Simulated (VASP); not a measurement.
These are PBEsol GGA, VASP's PBE PAW potentials (set 64) (plane waves; VASP) values and carry that method's errors.

The input files of a VASP run:

**KPOINTS**
```
Automatic mesh
0
Gamma
7 7 7
0 0 0
```

**INCAR**
```
SYSTEM = SrIn3Au
PREC = Accurate
ENCUT = 300
EDIFF = 1E-6
NELM = 100
ALGO = Normal
LREAL = .FALSE.
LASPH = .TRUE.
ISMEAR = 0
SIGMA = 0.1
GGA = PS
LMAXMIX = 6
LWAVE = .FALSE.
LCHARG = .FALSE.
ISIF = 2
```

POSCAR:
```
SrIn3Au
1
   -2.3001050000     2.3001050000     6.2512600000
    2.3001050000    -2.3001050000     6.2512600000
    2.3001050000     2.3001050000    -6.2512600000
Sr In Au
1 3 1
Direct
  0.9979200000   0.9979200000   0.0000000000
  0.2310200000   0.7310200000   0.5000000000
  0.7310200000   0.2310200000   0.5000000000
  0.3829900000   0.3829900000   0.0000000000
  0.5988300000   0.5988300000   0.0000000000
```

POTCAR, in this order: Sr_sv In_d Au (PBE.64 set). Program: vasp_std.

At this cut-off the stress carries a Pulay error, which pulls relaxed volumes low. Gaps are read on the run's mesh, which can miss a band edge. Unless said otherwise, spin-orbit coupling is left out, though it shifts the bands of the heavy elements here.

What does the run give for the energy per atom (σ→0), pressure, largest force, band gap (on the k-mesh)?

```json
{
 "energy per atom (σ→0)": "-3418 meV/atom",
 "band gap (on the k-mesh)": "none (metal, semimetal or under 0.01 eV)",
 "pressure": "-1.88 GPa",
 "largest_force": "0.00098 Ha/bohr"
}
```

File OSZICAR:
```
...
DAV:   8    -0.170964248890E+02    0.13176E-01   -0.61232E-02  4288   0.291E+00    0.788E-01
DAV:   9    -0.170938801605E+02    0.25447E-02   -0.17838E-02  3968   0.108E+00    0.440E-01
DAV:  10    -0.170939949169E+02   -0.11476E-03   -0.36202E-03  4344   0.524E-01    0.105E-01
DAV:  11    -0.170939533527E+02    0.41564E-04   -0.41427E-04  4068   0.239E-01    0.553E-02
DAV:  12    -0.170939605193E+02   -0.71666E-05   -0.10178E-04  3936   0.868E-02    0.192E-02
DAV:  13    -0.170939607553E+02   -0.23598E-06   -0.16748E-05  3952   0.418E-02    0.120E-02
DAV:  14    -0.170939606830E+02    0.72256E-07   -0.89403E-07  1912   0.146E-02
   1 F= -.17093961E+02 E0= -.17088204E+02  d E =-.115141E-01
```

The structure comes from a computed database's SrIn3Au entry (I4mm); how it stands against other phases isn't given here. The cell was not relaxed at this level. The run is one of a series of settings (KPOINTS 7×7×7 Γ-centred mesh against the base run), some of them coarse on purpose.
